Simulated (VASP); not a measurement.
# RuSe (F-43m) in VASP: further runs

The runs below take RuSe through single point, with r2SCAN+U.

Everything below comes from runs of VASP 6.6.1. Logs are shortened: lines on timing, memory, paths and dates and some standing lists are left out, and cuts for length are marked.

## 1. The crystal as given

The structure is cubic, space group F-43m (No. 216). Conventional cell: a = 5.813 Å, b = 5.813 Å, c = 5.813 Å, α = 90.00°, β = 90.00°, γ = 90.00°. Around Ru (site symmetry -43m) lie 4 Se at 2.52 Å. Se (site symmetry -43m) has 4 Ru at 2.52 Å as nearest neighbours.

The cell comes from a database or a generator and needn't be the stable form of this composition.

## 2. Single point, r2SCAN+U, collinear spin, random start

File INCAR:

```
SYSTEM = RuSe
PREC = Accurate ; ENCUT = 520
EDIFF = 1E-6 ; ISMEAR = 0
SIGMA = 0.05 ; LREAL = .FALSE.
LASPH = .TRUE. ; NELM = 80
ALGO = Normal ; ISIF = 2
LWAVE = .FALSE. ; LCHARG = .FALSE.
ISPIN = 2 ; MAGMOM = -0.86 0
LORBIT = 11 ; LMAXMIX = 4
LDAU = .TRUE. ; LDAUTYPE = 2
LDAUL = 2 -1 ; LDAUU = 3 0
LDAUJ = 0 0 ; LDAUPRINT = 1
METAGGA = R2SCAN ; LMIXTAU = .TRUE.
NBANDS = 21
```

File KPOINTS:

```
regular mesh
0
G
  6 6 6
  0 0 0
```

File POSCAR:

```
RuSe
1.0
    0.0000000000      2.9063344000      2.9063344000
    2.9063344000      0.0000000000      2.9063344000
    2.9063344000      2.9063344000      0.0000000000
Ru Se
1 1
Direct
    0.0000000000      0.0000000000      0.0000000000
    0.2500000000      0.2500000000      0.2500000000
```

Potentials or basis: VASP PAW PBE potentials, release 64 (Ru_pv, Se).

Launch:

```console
$ cat potpaw_PBE.64/Ru_pv/POTCAR potpaw_PBE.64/Se/POTCAR > POTCAR
$ mpirun -np 1 vasp_std > vasp.out
```

OUTCAR:

```text
SYSTEM = RuSe
   PREC = Accurate
   ENCUT = 520
   EDIFF = 1E-6
   ISMEAR = 0
   LREAL = .FALSE.
   LASPH = .TRUE.
   NELM = 80
   ISIF = 2
   ISPIN = 2
   LORBIT = 11
   METAGGA = R2SCAN

 ion  position               nearest neighbor table
   1  0.000  0.000  0.000-   2 2.52   2 2.52   2 2.52   2 2.52
   2  0.250  0.250  0.250-   1 2.52   1 2.52   1 2.52   1 2.52

  LATTYP: Found a face centered cubic cell.
 ALAT       =     5.8126688000

  Lattice vectors:

 A1 = (   0.0000000000,   2.9063344000,   2.9063344000)
 A2 = (   2.9063344000,   0.0000000000,   2.9063344000)
 A3 = (   2.9063344000,   2.9063344000,   0.0000000000)

Analysis of symmetry for initial positions (statically):
=====================================================================
 Subroutine PRICEL returns:
 Original cell was already a primitive cell.

 Routine SETGRP: Setting up the symmetry group for a
 face centered cubic supercell.

 Subroutine GETGRP returns: Found 24 space group operations
 (whereof 24 operations were pure point group operations)
 out of a pool of 48 trial point group operations.

The static configuration has the point symmetry T_d .

Analysis of symmetry for dynamics (positions and initial velocities):
=====================================================================
 Subroutine PRICEL returns:
 Original cell was already a primitive cell.

 Routine SETGRP: Setting up the symmetry group for a
 face centered cubic supercell.

 Subroutine GETGRP returns: Found 24 space group operations
 (whereof 24 operations were pure point group operations)
 out of a pool of 48 trial point group operations.

The dynamic configuration has the point symmetry T_d .

Analysis of structural, dynamic, and magnetic symmetry:
=====================================================================
 Subroutine PRICEL returns:
 Original cell was already a primitive cell.

 Routine SETGRP: Setting up the symmetry group for a
 face centered cubic supercell.

 Subroutine GETGRP returns: Found 24 space group operations
 (whereof 24 operations were pure point group operations)
 out of a pool of 48 trial point group operations.

The overall configuration has the point symmetry T_d .

 Subroutine INISYM returns: Found 24 space group operations
 (whereof 24 operations are pure point group operations),
 and found     1 'primitive' translations

----------------------------------------------------------------------------------------

                                     Primitive cell

  volume of cell :      49.0983

  direct lattice vectors                    reciprocal lattice vectors
     0.000000000  2.906334400  2.906334400    -0.172038015  0.172038015  0.172038015
     2.906334400  0.000000000  2.906334400     0.172038015 -0.172038015  0.172038015
     2.906334400  2.906334400  0.000000000     0.172038015  0.172038015 -0.172038015

  length of vectors
     4.110177525  4.110177525  4.110177525     0.297978582  0.297978582  0.297978582

  position of ions in fractional coordinates (direct lattice)
     0.000000000  0.000000000  0.000000000
     0.250000000  0.250000000  0.250000000

  ion indices of the primitive-cell ions
   primitive index   ion index
                 1           1
                 2           2

----------------------------------------------------------------------------------------

 KPOINTS: regular mesh

Automatic generation of k-mesh.
 Grid dimensions read from file:
 generate k-points for:    6    6    6

 Generating k-lattice:

  Cartesian coordinates                     Fractional coordinates (reciprocal lattice)
    -0.028673002  0.028673002  0.028673002     0.166666667  0.000000000  0.000000000
     0.028673002 -0.028673002  0.028673002     0.000000000  0.166666667  0.000000000
     0.028673002  0.028673002 -0.028673002     0.000000000  0.000000000  0.166666667

  Length of vectors
     0.049663097  0.049663097  0.049663097

  Shift w.r.t. Gamma in fractional coordinates (k-lattice)
     0.000000000  0.000000000  0.000000000

 Subroutine IBZKPT returns following result:
 ===========================================

 Found     16 irreducible k-points:

 Following reciprocal coordinates:
            Coordinates               Weight
  0.000000  0.000000  0.000000      1.000000
  0.166667  0.000000  0.000000      8.000000
  0.333333  0.000000  0.000000      8.000000
  0.500000  0.000000  0.000000      4.000000
  0.166667  0.166667  0.000000      6.000000
  0.333333  0.166667  0.000000     24.000000
[... 8 lines left out ...]
 -0.333333  0.333333  0.166667     24.000000
 -0.333333  0.500000  0.166667     12.000000
   k-points           NKPTS =     16   k-points in BZ     NKDIM =     16   number of bands    NBANDS=     21
   number of dos      NEDOS =    301   number of ions     NIONS =      2
   total plane-waves  NPLWV =  32768
   dimension x,y,z NGX =    32 NGY =   32 NGZ =   32
   dimension x,y,z NGXF=    64 NGYF=   64 NGZF=   64
   ions per type =               1   1
   NGX,Y,Z   is equivalent  to a cutoff of  12.94, 12.94, 12.94 a.u.
   NGXF,Y,Z  is equivalent  to a cutoff of  25.89, 25.89, 25.89 a.u.
 SYSTEM =  RuSe
   PREC   = accura    normal or accurate (medium, high low for compatibility)
   ISTART =      0    job   : 0-new  1-cont  2-samecut
   ICHARG =      2    charge: 1-file 2-atom 10-const
   ISPIN  =      2    spin polarized calculation?
   LNONCOLLINEAR =      F non collinear calculations
   LSORBIT =      F    spin-orbit coupling
   LASPH  =      T    aspherical Exc in radial PAW
   ENCUT  =  520.0 eV  38.22 Ry    6.18 a.u.   7.64  7.64  7.64*2*pi/ulx,y,z
   NELM   =     80;   NELMIN=  2; NELMDL= -5     # of ELM steps
   EDIFF  = 0.1E-05   stopping-criterion for ELM
   LREAL  =      F    real-space projection
   EDIFFG = 0.1E-04   stopping-criterion for IOM
   NSW    =      0    number of steps for IOM
   IBRION =     -1    ionic relax: 0-MD 1-quasi-New 2-CG
   NFREE  =      0    steps in history (QN), initial steepest desc. (CG)
   ISIF   =      2    stress and relaxation
   ISYM   =      2    0-nonsym 1-usesym 2-fastsym
   POTIM  = 0.5000    time-step for ionic-motion
   TEBEG  =    0.0;   TEEND  =   0.0 temperature during run
   PSTRESS=    0.0 pullay stress
   NELECT =      20.0000    total number of electrons
   NUPDOWN=      -1.0000    fix difference up-down
   EMIN   =  10.00;   EMAX   =-10.00  energy-range for DOS
   EFERMI =   0.00;   METHOD = LEGACY
   ISMEAR =     0;   SIGMA  =   0.05  broadening in eV -4-tet -1-fermi 0-gaus
   EFERMI_NEDOS =   21; number of points for ismear=-14 and -15
   IALGO  =     38    algorithm
   IMIX   =      4    mixing-type and parameters
     AMIX     =   0.40;   BMIX     =  1.00
     AMIX_MAG =   1.60;   BMIX_MAG =  1.00
  volume/ion in A,a.u.               =      24.55       165.67
  Fermi-wavevector in a.u.,A,eV,Ry     =   1.213564  2.293303 20.037802  1.472737
  Thomas-Fermi vector in A             =   2.349012
   LORBIT       =     11    0 simple, 1 ext, 2 COOP (PROOUT), +10 PAW based schemes
 LDA+U is selected, type is set to LDAUTYPE =  2
   angular momentum for each species LDAUL =     2   -1
   U (eV)           for each species LDAUU =   3.0  0.0
   J (eV)           for each species LDAUJ =   0.0  0.0
   METAGGA = R2SCAN    functional components
   LHFCALC =     F    Hartree Fock is set to
   AEXX    =    0.0000 exact exchange contribution
   IVDW    =     0    specifies the selected vdW correction
   LEPSILON=     F    determine dielectric tensor
   LRPA    =     F    only Hartree local field effects (RPA)
 spin polarized calculation
 Gauss-broadening in eV      SIGMA  =   0.05
  energy-cutoff  :      520.00
  volume of cell :       49.10
 maximum number of plane-waves:      1363
 NGX is ok and might be reduce to    32
   NGX = 15   NGY = 15   NGZ = 15

atom =   1  type =  1  l = 2

 onsite density matrix

spin component  1

  0.1532  0.0000 -0.0000  0.0000 -0.0000
  0.0000  0.1532  0.0000  0.0000  0.0000
 -0.0000  0.0000  0.8237 -0.0000  0.0000
  0.0000  0.0000 -0.0000  0.1532  0.0000
 -0.0000  0.0000  0.0000  0.0000  0.8237

spin component  2

  0.7768 -0.0000 -0.0000 -0.0000  0.0000
 -0.0000  0.7768  0.0000  0.0000  0.0000
 -0.0000  0.0000  0.8259 -0.0000  0.0000
 -0.0000  0.0000 -0.0000  0.7768 -0.0000
  0.0000  0.0000  0.0000 -0.0000  0.8259

 occupancies and eigenvectors

  o =  0.1532  v =  1.0000  0.0000  0.0000  0.0000  0.0000  0.0000  0.0000  0.0000  0.0000  0.0000      0.0000  0.0000  0.0000  0.0000  0.0000  0.0000  0.0000  0.0000  0.0000  0.0000
  o =  0.1532  v =  0.0000  0.0152 -0.0000  0.9999 -0.0000  0.0000  0.0000  0.0000  0.0000  0.0000      0.0000  0.0000  0.0000  0.0000  0.0000  0.0000  0.0000  0.0000  0.0000  0.0000
  o =  0.1532  v =  0.0000  0.9999 -0.0000 -0.0152 -0.0000  0.0000  0.0000  0.0000  0.0000  0.0000      0.0000  0.0000  0.0000  0.0000  0.0000  0.0000  0.0000  0.0000  0.0000  0.0000
  o =  0.7768  v =  0.0000  0.0000  0.0000  0.0000  0.0000  0.0000 -0.2955 -0.0000 -0.9553 -0.0000      0.0000  0.0000  0.0000  0.0000  0.0000  0.0000  0.0000  0.0000  0.0000  0.0000
  o =  0.7768  v =  0.0000  0.0000  0.0000  0.0000  0.0000  1.0000  0.0000  0.0000  0.0000  0.0000      0.0000  0.0000  0.0000  0.0000  0.0000  0.0000  0.0000  0.0000  0.0000  0.0000
  o =  0.7768  v =  0.0000  0.0000  0.0000  0.0000  0.0000  0.0000 -0.9553  0.0000  0.2955  0.0000      0.0000  0.0000  0.0000  0.0000  0.0000  0.0000  0.0000  0.0000  0.0000  0.0000
  o =  0.8237  v =  0.0000 -0.0000  0.8756  0.0000 -0.4830  0.0000  0.0000  0.0000  0.0000  0.0000      0.0000  0.0000  0.0000  0.0000  0.0000  0.0000  0.0000  0.0000  0.0000  0.0000
  o =  0.8237  v =  0.0000  0.0000  0.4830  0.0000  0.8756  0.0000  0.0000  0.0000  0.0000  0.0000      0.0000  0.0000  0.0000  0.0000  0.0000  0.0000  0.0000  0.0000  0.0000  0.0000
  o =  0.8259  v =  0.0000  0.0000  0.0000  0.0000  0.0000  0.0000  0.0000  0.9989 -0.0000  0.0464      0.0000  0.0000  0.0000  0.0000  0.0000  0.0000  0.0000  0.0000  0.0000  0.0000
  o =  0.8259  v =  0.0000  0.0000  0.0000  0.0000  0.0000  0.0000  0.0000 -0.0464 -0.0000  0.9989      0.0000  0.0000  0.0000  0.0000  0.0000  0.0000  0.0000  0.0000  0.0000  0.0000

 number of electron      20.0000004 magnetization      -2.0002246

 Free energy of the ion-electron system (eV)
  ---------------------------------------------------
  ext. energy  EPLUGINS =         0.00000000
  ---------------------------------------------------
  free energy    TOTEN  =       -36.27611871 eV

  energy without entropy =      -36.27529038  energy(sigma->0) =      -36.27570454

 E-fermi :   4.4364     XC(G=0): -10.2466

 val. band max:        4.3952312645   @ k =   0.5000   0.1667   0.0000
 cond. band min:       4.5763141363   @ k =   0.5000   0.1667   0.0000
 fundamental gap:      0.1810828718
 Fermi energy:         4.4363593059

 spin component 1

 k-point     1 :       0.0000    0.0000    0.0000
  band No.  band energies     occupation
      1     -37.9574      1.00000
      2     -37.9571      1.00000
      3     -37.9571      1.00000
      4     -10.1118      1.00000
      5       0.7211      1.00000
      6       0.7212      1.00000
[... 357 lines left out ...]
      4      -9.3587      1.00000
      5      -0.7179      1.00000
      6       0.3568      1.00000
[... 13 lines left out ...]
     20      18.9053      0.00000
     21      19.7569      0.00000
 Fermi energy:         4.4363593059

 spin component 2

 k-point     1 :       0.0000    0.0000    0.0000
  band No.  band energies     occupation
      1     -40.0296      1.00000
      2     -40.0296      1.00000
      3     -40.0296      1.00000
      4      -9.9539      1.00000
      5      -0.9929      1.00000
      6      -0.9929      1.00000
[... 358 lines left out ...]
      5      -0.9564      1.00000
      6      -0.0542      1.00000
[... 13 lines left out ...]
     20      18.5125      0.00000
     21      19.3636      0.00000

------------------------ aborting loop because EDIFF is reached ----------------------------------------

  FORCE on cell =-STRESS in cart. coord.  units (eV):
  Direction    XX          YY          ZZ          XY          YZ          ZX
  --------------------------------------------------------------------------------------
  -------------------------------------------------------------------------------------
  Total       -0.3928538     -0.3928538     -0.3928538      0.0000000      0.0000000     -0.0000000
  in kB      -12.8196080    -12.8196080    -12.8196080      0.0000000      0.0000000     -0.0000000
  external PRESSURE =     -12.8196080 kB  Pullay stress =       0.0000000 kB

 VOLUME and BASIS-vectors are now :
 -----------------------------------------------------------------------------
  energy-cutoff  :      520.00
  volume of cell :       49.10
      direct lattice vectors                 reciprocal lattice vectors
     0.000000000  2.906334400  2.906334400    -0.172038015  0.172038015  0.172038015
     2.906334400  0.000000000  2.906334400     0.172038015 -0.172038015  0.172038015
     2.906334400  2.906334400  0.000000000     0.172038015  0.172038015 -0.172038015

 POSITION                                       TOTAL-FORCE (eV/Angst)
 -----------------------------------------------------------------------------------
      0.00000      0.00000      0.00000         0.000000      0.000000      0.000000
      1.45317      1.45317      1.45317        -0.000000     -0.000000     -0.000000
 -----------------------------------------------------------------------------------
    total drift:                                0.000000      0.000000      0.000001

  FREE ENERGIE OF THE ION-ELECTRON SYSTEM (eV)
  ---------------------------------------------------
  free  energy   TOTEN  =       -36.2761187068 eV

  energy  without entropy=      -36.2752903799  energy(sigma->0) =      -36.27570454

 total charge

# of ion       s       p       d       tot
------------------------------------------
    1        0.264   6.149   6.045  12.458
    2        1.443   2.383   0.072   3.897
--------------------------------------------------
tot          1.707   8.532   6.117  16.355

 magnetization (x)

# of ion       s       p       d       tot
------------------------------------------
    1       -0.032  -0.027  -1.867  -1.926
    2       -0.011   0.168  -0.014   0.143
--------------------------------------------------
tot         -0.043   0.141  -1.882  -1.784
```

Wall time 1.8 min (1 thread of AMD EPYC 9R45 (Zen 5), shared host); peak memory 0.2 GiB.

What came out:

```yaml
Free_energy: -36.2761 eV
Pressure: -1.3 GPa
Band_gap_on_the_k_mesh: none (metal or under the smearing width)
Net_moment: -2.00 μB per cell
Site_moments: Ru -1.93; Se +0.14 μB
Valence_electrons_inside_the_program's_atomic_spheres: Ru 12.46; Se 3.90
```

Eigenvalues of the final occupation matrices:
```
    site  spin  trace               eigenvalues
site 1 d     1   2.11  0.15 0.15 0.15 0.82 0.82
site 1 d     2   3.98  0.78 0.78 0.78 0.83 0.83
```

Caveat: the PAW data sets were made with another functional, which shifts forces and pressure a little.

## 3. Single point, r2SCAN+U, collinear spin, ferromagnetic start

File INCAR:

```
ALGO = Normal
EDIFF = 1E-6
ENCUT = 520
ISIF = 2
ISMEAR = 0
ISPIN = 2
LASPH = T
LCHARG = F
LDAU = T
LDAUJ = 0 0
LDAUL = 2 -1
LDAUPRINT = 1
LDAUTYPE = 2
LDAUU = 3 0
LMAXMIX = 4
LMIXTAU = T
LORBIT = 11
LREAL = F
LWAVE = F
MAGMOM = 1 0
METAGGA = R2SCAN
NBANDS = 21
NELM = 80
NUPDOWN = 0
PREC = Accurate
SIGMA = 0.05
```

File KPOINTS:

```
k-points
0
Gamma
  6 6 6
```

POSCAR is that of step 2.

Potentials or basis: VASP PAW PBE potentials, release 64 (Ru_pv, Se).

Launch:

```console
$ cat potpaw_PBE.64/Ru_pv/POTCAR potpaw_PBE.64/Se/POTCAR > POTCAR
$ mpirun -np 1 vasp_std > vasp.out
```

It took 1.7 min on 1 thread of AMD EPYC 9R45 (Zen 5), shared host; peak memory 0.2 GiB.

Results (log left out):

| Quantity | Value |
| --- | --- |
| Free energy | -35.7801 eV |
| Pressure | -13.9 GPa |
| Net moment | 0.00 μB per cell |
| Valence electrons inside the program's atomic spheres | Ru 12.49; Se 3.83 |

Eigenvalues of the final occupation matrices:
```tsv
site	spin	trace	eigenvalues
site 1 d	1	3.08	0.50 0.50 0.50 0.79 0.79
site 1 d	2	3.08	0.50 0.50 0.50 0.79 0.79
```

Caveat: the PAW data sets were made with another functional, which shifts forces and pressure a little; the total moment is fixed, so each spin has its own Fermi level.

## 4. Single point, r2SCAN+U, collinear spin, ferromagnetic start

File INCAR:

```
PREC = Accurate ; ENCUT = 520
EDIFF = 1E-7 ; ISMEAR = 0
SIGMA = 0.05 ; LREAL = False
LASPH = True ; NELM = 100
ALGO = Normal ; ISIF = 2
LWAVE = False ; LCHARG = False
ISPIN = 2 ; MAGMOM = 1 0
LORBIT = 11 ; LMAXMIX = 4
LDAU = True ; LDAUTYPE = 2
LDAUL = 2 -1 ; LDAUU = 5 0
LDAUJ = 0 0 ; LDAUPRINT = 1
METAGGA = R2SCAN ; LMIXTAU = True
NBANDS = 21
```

File KPOINTS:

```
Automatic mesh
0
Gamma
  6 6 6
```

POSCAR is that of step 3.

Launch:

```console
$ cat potpaw_PBE.64/Ru_pv/POTCAR potpaw_PBE.64/Se/POTCAR > POTCAR
$ mpirun -np 1 vasp_std > vasp.out
```

Wall time 2 min (1 thread of AMD EPYC 9R45 (Zen 5), shared host); peak memory 0.2 GiB.

Results (log left out):

| Item | Value |
| --- | --- |
| Free energy | -34.8900 eV |
| Pressure | 2.1 GPa |
| Band gap on the k mesh | none (metal or under the smearing width) |
| Net moment | 2.00 μB per cell |
| Site moments | Ru +2.09; Se -0.25 μB |
| Valence electrons inside the program's atomic spheres | Ru 12.49; Se 3.91 |

Levels at points of the mesh, in eV from the Fermi level:
Spin up:
```
           k point  band 9  band 10  band 11  band 12  band 13  band 14
(0.00, 0.00, 0.00)   -2.90     1.90     2.02     2.02     2.02     7.72
(0.50, 0.00, 0.00)   -2.85    -2.85     0.64     0.64     4.19     8.25
(0.50, 0.50, 0.00)   -2.55    -1.81    -1.34    -1.34     4.47     6.29
```
Spin down:
```
           k point  band 5  band 6  band 7  band 8  band 9  band 10  band 11  band 12  band 13  band 14
(0.00, 0.00, 0.00)   -3.24   -3.24   -3.24   -2.15   -2.15     2.47     5.51     5.51     5.51     8.10
(0.50, 0.00, 0.00)   -4.85   -3.63   -3.63   -1.27   -1.27     2.32     3.87     3.87     4.90     8.87
(0.50, 0.50, 0.00)   -5.47   -3.05   -3.05   -1.76   -1.18     0.94     3.06     3.06     6.79     6.81
```

Eigenvalues of the final occupation matrices:
```
    site  spin  trace               eigenvalues
site 1 d     1   4.08  0.80 0.80 0.80 0.84 0.84
site 1 d     2   2.04  0.11 0.11 0.11 0.85 0.85
```

Caveat: the PAW data sets were made with another functional, which shifts forces and pressure a little.

[end of part 1 of 2]
